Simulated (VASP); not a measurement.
Data:

```
CELL_PARAMETERS angstrom
      4.83546     0.00000     0.00000
      0.00000     4.83546     0.00000
      0.00000     0.00000     4.83546
ATOMIC_POSITIONS crystal
  Si 0.50000 0.50000 0.50000
  Si 0.00000 0.00000 0.00000
  Mo 0.25000 0.00000 0.50000
  Mo 0.50000 0.25000 0.00000
  Mo 0.50000 0.75000 0.00000
  Mo 0.75000 0.00000 0.50000
  Mo 0.00000 0.50000 0.75000
  Mo 0.00000 0.50000 0.25000
```

These are LDA (Ceperley-Alder, Perdew-Zunger), VASP's LDA PAW potentials (set 64) (plane waves; VASP 6.6.1) values and carry that method's errors. Run with 400 eV cut-off, Gaussian smearing of 0.050 eV, potentials Si Mo_sv.

Question: What does the run give for the band gap (along the path) with the smallest direct gap where there is one?

Answer: 
The band gap (along the path) is none (metal, semimetal or under 0.01 eV).

The absolute energy has meaning only against runs of the same code, potentials and settings.

The compound is Mo3Si in the A15 structure. It was relaxed first.
